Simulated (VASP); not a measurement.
Data:

```yaml
crystal:
  lattice:
    - [4.86027, 0.00000, 0.00000]
    - [0.00000, 4.86027, 0.00000]
    - [0.00000, 0.00000, 4.86027]
  atoms:
    - { symbol: Ca, position: [0.00000, 0.50000, 0.50000] }
    - { symbol: Ca, position: [0.50000, 0.00000, 0.50000] }
    - { symbol: Ca, position: [0.50000, 0.50000, 0.00000] }
    - { symbol: Sn, position: [0.00000, 0.00000, 0.00000] }
```

Calculation: LDA (Ceperley-Alder, Perdew-Zunger), VASP's LDA PAW potentials (set 64) (plane waves; VASP 6.6.1). Settings: 400 eV cut-off, 6×6×6 Γ-centred mesh, first-order Methfessel-Paxton smearing of 0.10 eV, potentials Ca_sv Sn_d.

Unless said otherwise, spin-orbit coupling is left out, though it shifts the bands of the heavy elements here.

Estimate the energy per atom (σ→0), band gap (on the k-mesh) with the smallest direct gap where there is one.

band gap (on the k-mesh): none (metal, semimetal or under 0.01 eV)
energy per atom (σ→0): -3.306 eV/atom

The structure comes from a computed database's Ca3Sn entry (Pm-3m); how it stands against other phases isn't given here. It was relaxed first, which changed the volume by -8 %. The start is the result of an earlier pass.
